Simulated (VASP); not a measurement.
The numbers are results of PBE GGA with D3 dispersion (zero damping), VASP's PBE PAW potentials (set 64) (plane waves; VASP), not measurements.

The input files of a VASP run:

File KPOINTS:
```
Automatic mesh
0
Gamma
12 12 12
0 0 0
```

### POSCAR
```
Eu
3.822040
 -0.5773503367   0.5773503367   0.5773503367
  0.5773503367  -0.5773503367   0.5773503367
  0.5773503367   0.5773503367  -0.5773503367
Eu
1
Cart
  0.0000000000   0.0000000000   0.0000000000
```

**INCAR**
```
ALGO  =  Normal
EDIFF  =  1E-7
ENCUT  =  520
GGA  =  PE
ISIF  =  2
ISMEAR  =  1
IVDW  =  11
LASPH  =  .True.
LCHARG  =  .False.
LMAXMIX  =  6
LREAL  =  .False.
LWAVE  =  .False.
NELM  =  100
PREC  =  Accurate
SIGMA  =  0.1
SYSTEM  =  Eu
```

POTCAR, in this order: Eu_2 (PBE.64 set). Program: vasp_std.

What VASP printed:

OUTCAR:
```
 ion  position               nearest neighbor table
   1  0.000  0.000  0.000-
  LATTYP: Found a body centered cubic cell.
 ALAT       =     4.4133121614
 Subroutine PRICEL returns:
 Original cell was already a primitive cell.
 Subroutine GETGRP returns: Found 48 space group operations
The static configuration has the point symmetry O_h .
The dynamic configuration has the point symmetry O_h .
 Subroutine INISYM returns: Found 48 space group operations
 Subroutine IBZKPT returns following result:
 Found     72 irreducible k-points:

 Following reciprocal coordinates:
            Coordinates               Weight
  0.000000  0.000000  0.000000      1.000000
  0.083333  0.000000  0.000000     12.000000
  0.166667  0.000000  0.000000     12.000000
  0.250000  0.000000  0.000000     12.000000
  0.333333  0.000000  0.000000     12.000000
  0.416667  0.000000  0.000000     12.000000
  0.500000  0.000000  0.000000      6.000000
  0.083333  0.083333  0.000000     24.000000
  0.166667  0.083333  0.000000     48.000000
  0.250000  0.083333  0.000000     48.000000
...
```

**OSZICAR**
```
       N       E                     dE             d eps       ncg     rms          rms(c)
DAV:   1     0.991136701741E+01    0.99114E+01   -0.38498E+03  1184   0.824E+02
DAV:   2    -0.166478794481E+01   -0.11576E+02   -0.11416E+02  1624   0.109E+02
DAV:   3    -0.183721243760E+01   -0.17242E+00   -0.16498E+00  1632   0.991E+00
DAV:   4    -0.183880025148E+01   -0.15878E-02   -0.15876E-02  1816   0.127E+00
DAV:   5    -0.183880282099E+01   -0.25695E-05   -0.25698E-05  1624   0.502E-02    0.701E+00
DAV:   6    -0.185247067262E+01   -0.13668E-01   -0.15741E-03  1832   0.451E-01    0.418E+00
DAV:   7    -0.186043649192E+01   -0.79658E-02   -0.37628E-03  1760   0.655E-01    0.599E-02
DAV:   8    -0.186046538161E+01   -0.28890E-04   -0.11800E-04  1896   0.924E-02    0.179E-02
DAV:   9    -0.186047175036E+01   -0.63688E-05   -0.83947E-06  1840   0.247E-02    0.619E-03
DAV:  10    -0.186047157851E+01    0.17185E-06   -0.15372E-06  1760   0.979E-03    0.131E-03
DAV:  11    -0.186047166622E+01   -0.87711E-07   -0.27729E-08   944   0.153E-03
   1 F= -.20783003E+01 E0= -.20780874E+01  d E =-.638837E-03
```

File OUTCAR:
```
------------------------ aborting loop because EDIFF is reached ----------------------------------------
 Edisp (eV)   -0.21783
  FORCE on cell =-STRESS in cart. coord.  units (eV):
  Direction    XX          YY          ZZ          XY          YZ          ZX
  --------------------------------------------------------------------------------------
  Total      -0.06526    -0.06526    -0.06526    -0.00000     0.00000     0.00000
  in kB      -2.43260    -2.43260    -2.43260    -0.00000     0.00000     0.00000
  external pressure =       -2.43 kB  Pullay stress =        0.00 kB
  volume of cell :       42.98
      direct lattice vectors                 reciprocal lattice vectors
    -2.206656081  2.206656081  2.206656081     0.000000000  0.226587190  0.226587190
     2.206656081 -2.206656081  2.206656081     0.226587190  0.000000000  0.226587190
     2.206656081  2.206656081 -2.206656081     0.226587190  0.226587190  0.000000000
 POSITION                                       TOTAL-FORCE (eV/Angst)
 -----------------------------------------------------------------------------------
      0.00000      0.00000      0.00000         0.000000     -0.000000      0.000000
 -----------------------------------------------------------------------------------
    total drift:                                0.000000      0.000000      0.000000
  FREE ENERGIE OF THE ION-ELECTRON SYSTEM (eV)
  ---------------------------------------------------
  free  energy   TOTEN  =        -2.0783003249 eV

  energy  without entropy=       -2.0776614880  energy(sigma->0) =       -2.07808738
```
(Selected blocks of OUTCAR.)

The 4f electrons are frozen in the core of the lanthanide potential, so 4f levels, which can set the real gap, and their magnetism are missing.

The compound is Eu in the bcc structure. This cell is one point of a volume scan, at 1.03 of the reference volume.
